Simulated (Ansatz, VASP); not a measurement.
# NaMgI3 in two plane-wave programs, part 2 of 2

One calculation is typed for both programs; each brings its own data sets. How far apart do they land? The cell is generated by rule, not measured, and may not be a known phase. The two relaxations start from unlike cells of this crystal (the structure described is Ansatz's start), so only their ends are compared.

VASP 6.6.1 and Ansatz 0.2.0.

So far: The starting structure; Ansatz: relaxation of cell and atoms, r2SCAN.

**3. VASP: relaxation of cell and atoms, r2SCAN**

Level of this step: r2SCAN; plane waves and PAW (Na_pv, Mg, I); invented cell (VASP).

Its own start cell and the same functional, mesh and smearing now go to VASP, with its own data sets.

Lines of VASP's logs that name or quote its potential files are left out, and so is its time.

File INCAR:

```
SYSTEM = NaMgI3
PREC = Accurate
ENCUT = 660
EDIFF = 1E-07
NELM = 120
ISMEAR = 0
SIGMA = 0.1
LREAL = .FALSE.
ALGO = Normal
METAGGA = R2SCAN
LASPH = .TRUE.
NBANDS = 21
LORBIT = 11
LWAVE = .FALSE.
LCHARG = .FALSE.
ISIF = 3
IBRION = 2
NSW = 80
EDIFFG = -0.005
GGA_COMPAT = .FALSE.
NELMIN = 4
EFERMI = MIDGAP
LMIXTAU = .TRUE.
KPAR = 2
```

File POSCAR:

```
NaMgI3
1.0
    5.7776559067      0.0000000000      0.0000000000
    0.0000000000      5.7776559067      0.0000000000
    0.0000000000      0.0000000000      5.7776559067
Na Mg I
1 1 3
Direct
    0.0000000000      0.0000000000      0.0000000000
    0.5000000000      0.5000000000      0.5000000000
    0.0000000000      0.5000000000      0.5000000000
    0.5000000000      0.0000000000      0.5000000000
    0.5000000000      0.5000000000      0.0000000000
```

File KPOINTS:

```
Automatic mesh
0
Gamma
6 6 6
0 0 0
```

PAW data sets: Na_pv, Mg and I (PBE family, release 64).

Run with:

```console
> mpirun -np 2 vasp_std
```

Numbers of over 12 decimals in the logs are rounded to 6 here.

Output:

```text
[banner, memory and clock lines left out]
running    2 mpi-ranks, on    1 nodes
 distrk:  each k-point on    1 cores,    2 groups
 distr:  one band on    1 cores,    1 groups

 POSCAR found type information on POSCAR NaMgI
 POSCAR found :  3 types and       5 ions
|                                                                             |
|               ----> ADVICE to this user running VASP <----                  |
|                                                                             |
|     You enforced a specific xc type in the INCAR file but a different       |
|     [... a line on the potential file left out ...]
|     I HOPE YOU KNOW WHAT YOU ARE DOING!                                     |
|                                                                             |

 LDA part: xc-table for (None), standard interpolation
 POSCAR, INCAR and KPOINTS ok, starting setup
 FFT: planning ... GRIDC
 FFT: planning ... GRID_SOFT
 FFT: planning ... GRID
 WAVECAR not read
 entering main loop
       N       E                     dE             d eps       ncg     rms          rms(c)
DAV:   1     0.139015041463E+03    0.13902E+03   -0.13761E+04   840   0.145E+03
DAV:   2    -0.700403129766E+02   -0.20906E+03   -0.19926E+03  1089   0.260E+02
DAV:   3    -0.906756451411E+02   -0.20635E+02   -0.20338E+02  1031   0.872E+01
DAV:   4    -0.912934524230E+02   -0.61781E+00   -0.61722E+00  1019   0.170E+01
DAV:   5    -0.913148623974E+02   -0.21410E-01   -0.21408E-01  1156   0.323E+00    0.446E+00
DAV:   6    -0.887080164862E+02    0.26068E+01   -0.10390E+00   880   0.691E+00    0.413E+00
DAV:   7    -0.860388921312E+02    0.26691E+01   -0.57364E-01   920   0.483E+00    0.161E+00
DAV:   8    -0.868437125339E+02   -0.80482E+00   -0.59612E-01   840   0.456E+00    0.411E-01
DAV:   9    -0.868636831299E+02   -0.19971E-01   -0.22316E-01   850   0.464E+00    0.518E-01
DAV:  10    -0.869728599323E+02   -0.10918E+00   -0.11884E-01   840   0.344E+00    0.260E-01
DAV:  11    -0.868813084141E+02    0.91552E-01   -0.65850E-02   905   0.274E+00    0.141E-01
DAV:  12    -0.869123632932E+02   -0.31055E-01   -0.48840E-02   850   0.237E+00    0.270E-01
DAV:  13    -0.869216181312E+02   -0.92548E-02   -0.26266E-03   965   0.529E-01    0.151E-01
DAV:  14    -0.869228687566E+02   -0.12506E-02   -0.10143E-03   940   0.231E-01    0.223E-02
DAV:  15    -0.869248914341E+02   -0.20227E-02   -0.12207E-03   870   0.342E-01    0.258E-02
DAV:  16    -0.869249071714E+02   -0.15737E-04   -0.19472E-05  1030   0.337E-02    0.267E-02
DAV:  17    -0.869248719593E+02    0.35212E-04   -0.11407E-04   870   0.108E-01    0.184E-02
DAV:  18    -0.869249294632E+02   -0.57504E-04   -0.57195E-05   855   0.840E-02    0.139E-02
DAV:  19    -0.869249213358E+02    0.81273E-05   -0.65325E-06   950   0.271E-02    0.102E-02
DAV:  20    -0.869249366785E+02   -0.15343E-04   -0.92320E-06   890   0.307E-02    0.810E-03
DAV:  21    -0.869249394854E+02   -0.28069E-05   -0.27974E-06   940   0.219E-02    0.282E-03
DAV:  22    -0.869249399076E+02   -0.42214E-06   -0.77663E-08   784   0.299E-03    0.250E-03
DAV:  23    -0.869249398236E+02    0.83933E-07   -0.78729E-09   645   0.105E-03
   1 F= -.86924940E+02 E0= -.86924940E+02  d E =-.869249E+02
 curvature:   0.00 expect dE= 0.000E+00 dE for cont linesearch  0.000E+00
 trial: gam= 0.00000 g(F)=  0.000E+00 g(S)=  0.452E-04 ort = 0.000E+00 (trialstep = 0.100E+01)
 search vector abs. value=  0.452E-04
 bond charge predicted
       N       E                     dE             d eps       ncg     rms          rms(c)
DAV:   1    -0.869251139687E+02   -0.17406E-03   -0.37121E-03   970   0.482E-01    0.793E-02
DAV:   2    -0.869250039134E+02    0.11006E-03   -0.17474E-04   895   0.960E-02    0.360E-02
DAV:   3    -0.869249656925E+02    0.38221E-04   -0.10056E-04   870   0.649E-02    0.181E-02
DAV:   4    -0.869249701327E+02   -0.44401E-05   -0.38519E-06   884   0.182E-02    0.169E-02
DAV:   5    -0.869249505659E+02    0.19567E-04   -0.71573E-06   870   0.299E-02    0.416E-03
DAV:   6    -0.869249643558E+02   -0.13790E-04   -0.84937E-06   860   0.349E-02    0.426E-03
DAV:   7    -0.869249655617E+02   -0.12059E-05   -0.87857E-07   870   0.107E-02    0.114E-03
DAV:   8    -0.869249654950E+02    0.66724E-07   -0.19208E-07   762   0.501E-03
   2 F= -.86924965E+02 E0= -.86924965E+02  d E =-.256713E-04
 trial-energy change:   -0.000026  1 .order   -0.000027   -0.000045   -0.000010
 step:   1.4978(harm=  1.2731)  dis= 0.00000  next Energy=   -86.924968 (dE=-0.279E-04)
 reached required accuracy - stopping structural energy minimisation
```

Parts of OUTCAR (step 3):

```text
ion  position               nearest neighbor table
   1  0.000  0.000  0.000-
   2  0.500  0.500  0.500-   3 2.89   4 2.89   5 2.89   5 2.89   4 2.89   3 2.89
   3  0.000  0.500  0.500-   2 2.89   2 2.89
   4  0.500  0.000  0.500-   2 2.89   2 2.89
   5  0.500  0.500  0.000-   2 2.89   2 2.89

  LATTYP: Found a simple cubic cell.
 ALAT       =     5.7776559067

 Subroutine GETGRP returns: Found 48 space group operations
 (whereof 48 operations were pure point group operations)

The static configuration has the point symmetry O_h .

 Found     20 irreducible k-points:

   k-points           NKPTS =     20   k-points in BZ     NKDIM =     20   number of bands    NBANDS=     21

   dimension x,y,z NGX =    48 NGY =   48 NGZ =   48
   dimension x,y,z NGXF=    96 NGYF=   96 NGZF=   96

   ENCUT  =  660.0 eV  48.51 Ry    6.96 a.u.  12.10 12.10 12.10*2*pi/ulx,y,z

   NELECT =      30.0000    total number of electrons

 k-points in reciprocal lattice and weights: Automatic mesh
   0.00000000  0.00000000  0.00000000       0.005
   0.16666667  0.00000000  0.00000000       0.028
   0.33333333  0.00000000  0.00000000       0.028
   0.50000000  0.00000000  0.00000000       0.014
   0.16666667  0.16666667  0.00000000       0.056
   0.33333333  0.16666667  0.00000000       0.111
   0.50000000  0.16666667  0.00000000       0.056
   0.33333333  0.33333333  0.00000000       0.056
   0.50000000  0.33333333  0.00000000       0.056
[...]
0.50000000  0.50000000  0.33333333       0.028
   0.50000000  0.50000000  0.50000000       0.005

 average (electrostatic) potential at core
       1 -53.6404       2 -43.8881       3 -98.2426       4 -98.2426       5 -98.2426

 E-fermi :   2.1387

 k-point     1 :       0.0000    0.0000    0.0000
  band No.  band energies     occupation
    ...
     11       0.3484      2.00000
     12       0.3484      2.00000
     13       0.6694      2.00000
     14       0.6694      2.00000
     15       0.6694      2.00000
     16       3.0334      0.00000
     17       4.3846      0.00000
     18       7.1372      0.00000
     19       7.1372      0.00000
     20       7.1372      0.00000
    ...

 k-point     2 :       0.1667    0.0000    0.0000
  band No.  band energies     occupation
    ...
     11       0.2622      2.00000
     12       0.2874      2.00000
     13       0.3183      2.00000
     14       0.6078      2.00000
     15       0.6078      2.00000
     16       3.4191      0.00000
     17       4.7610      0.00000
     18       7.2196      0.00000
     19       7.2606      0.00000
     20       7.4326      0.00000
    ...

 k-point     3 :       0.3333    0.0000    0.0000
  band No.  band energies     occupation
    ...
     11       0.0045      2.00000
     12       0.0045      2.00000
     13       0.1721      2.00000
     14       0.5643      2.00000
     15       0.5643      2.00000
     16       4.3085      0.00000
     17       5.5680      0.00000
     18       6.7988      0.00000
     19       7.4229      0.00000
     20       7.9233      0.00000
    ...

  Total        0.0084776      0.0084776      0.0084776     -0.0000000     -0.0000000      0.0000000
  in kB        0.0703447      0.0703447      0.0703447     -0.0000000     -0.0000000      0.0000000
  external PRESSURE =       0.0703447 kB  Pullay stress =       0.0000000 kB

  energy-cutoff  :      660.00
  volume of cell :      193.09
      direct lattice vectors                 reciprocal lattice vectors
     5.779859084 -0.000000000  0.000000000     0.173014599  0.000000000  0.000000000
    -0.000000000  5.779859084  0.000000000     0.000000000  0.173014599  0.000000000
    -0.000000000 -0.000000000  5.779859084    -0.000000000 -0.000000000  0.173014599

 POSITION                                       TOTAL-FORCE (eV/Angst)
 -----------------------------------------------------------------------------------
      0.00000      0.00000      0.00000        -0.000000     -0.000000      0.000000
      2.88993      2.88993      2.88993        -0.000000     -0.000000      0.000000
     -0.00000      2.88993      2.88993         0.000000      0.000000      0.000000
      2.88993     -0.00000      2.88993         0.000000      0.000000      0.000000
      2.88993      2.88993      0.00000        -0.000000     -0.000000      0.000000
 -----------------------------------------------------------------------------------
    total drift:                               -0.000000      0.000000     -0.000000

  FREE ENERGIE OF THE ION-ELECTRON SYSTEM (eV)
  ---------------------------------------------------
  free  energy   TOTEN  =       -86.9249654950 eV

  energy  without entropy=      -86.9249654950  energy(sigma->0) =      -86.92496549

 reached required accuracy - stopping structural energy minimisation

 total charge
# of ion       s       p       d       tot
------------------------------------------
    1        0.007   5.955   0.000   5.963
    2        0.122   0.102   0.027   0.251
    3        1.498   2.893   0.007   4.398
    4        1.498   2.893   0.007   4.398
    5        1.498   2.893   0.007   4.398
--------------------------------------------------
tot          4.623  14.736   0.047  19.406

[... 3 further parts left out ...]
```

The run keeps the 48 symmetry operations of its start, so it cannot find a distortion of lower symmetry.

**4. Side by side**

Known differences besides the potentials themselves: VASP keeps PBE cores, Ansatz makes them for the functional; the data sets hold 70 valence electrons in Ansatz (on its default PAW (the set named soft_2) files) and 30 in VASP; the cutoff is 500 eV in Ansatz and 660 eV in VASP; Ansatz adds a Pulay correction to the stress that steers its cell, VASP none. Total energies have different zeros and are not compared.

The two programs side by side:

| quantity | Ansatz | VASP | difference |
| --- | --- | --- | --- |
| volume (Å³) | 192.62 | 193.09 | -0.24 % |
| edge a after relaxation, in the typed setting (Å) | 5.775 | 5.780 | -0.08 % |

**5. Outcome**

| Item | Value |
| --- | --- |
| difference in volume (relaxation of cell and atoms, r2SCAN) | -0.24 % |

**Reading.** The difference in volume is -0.24 % (relaxation of cell and atoms, r2SCAN), within the 1.2 % picked in this series as the mark of a large difference, as far as the stopping tolerances let one tell. The data sets hold unlike numbers of valence electrons (70 in Ansatz and 30 in VASP), so part of the differences comes from the potentials. Such differences can come from data sets, numerical settings and the points named under the comparisons, not from the functional's error against experiment.

[Lines on the potential files, build, host, timing and source positions are cut from VASP's logs without a mark.]

[Logs are printed without paths, hosts, clocks, repeated set-up lines and the standing remarks that a program may print on its own settings, such as how far it seeks lower states.]

[Hosts, paths, dates, database ids (printed as entryN), source tags and the programs' standing remarks are cut or masked in the printed files.]
